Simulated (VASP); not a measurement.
```
CELL_PARAMETERS angstrom
      6.06939     0.00000     0.00000
      0.00000     6.06939     0.00000
      0.00000     0.00000     6.06939
ATOMIC_POSITIONS crystal
  Li 0.00000 0.00000 0.00000
  Cl 0.50000 0.50000 0.50000
  Cl 0.00000 0.00000 0.50000
  Cl 0.00000 0.50000 0.00000
  Cl 0.50000 0.00000 0.00000
  K  0.50000 0.50000 0.00000
  K  0.50000 0.00000 0.50000
  K  0.00000 0.50000 0.50000
```

Method: PBEsol GGA, VASP's PBE PAW potentials (set 64) (plane waves; VASP). Run with 520 eV cut-off, Gaussian smearing of 0.050 eV, potentials Li_sv Cl K_sv.

Question: Give the energies of bands 18 to 31 at the high-symmetry points, in eV from the valence-band maximum.

Answer: 
| band | Γ | X | M | R |
|---|---|---|---|---|
| 18 | -1.00 | -0.88 | -1.18 | -1.58 |
| 19 | -1.00 | -0.88 | -0.99 | -1.25 |
| 20 | -1.00 | -0.82 | -0.99 | -1.25 |
| 21 | -0.35 | -0.79 | -0.98 | -1.25 |
| 22 | -0.35 | -0.62 | -0.79 | -0.44 |
| 23 | -0.35 | -0.59 | -0.42 | -0.44 |
| 24 | -0.25 | -0.51 | -0.39 | -0.44 |
| 25 | -0.25 | -0.51 | -0.39 | -0.39 |
| 26 | -0.25 | -0.22 | -0.37 | -0.39 |
| 27 | 0.00 | -0.22 | -0.37 | -0.39 |
| 28 | 0.00 | -0.12 | -0.33 | -0.27 |
| 29 | 0.00 | -0.12 | -0.25 | -0.27 |
| 30 | 4.73 | 6.02 | 6.94 | 6.57 |
| 31 | 6.60 | 6.70 | 6.94 | 6.57 |

The gap is direct, 4.73 eV, from the valence maximum at Γ to the conduction minimum at Γ.

The structure was generated: K3LiCl4 was put into an ordered model structure (Pm-3m), which need not be its known phase. It was relaxed first.
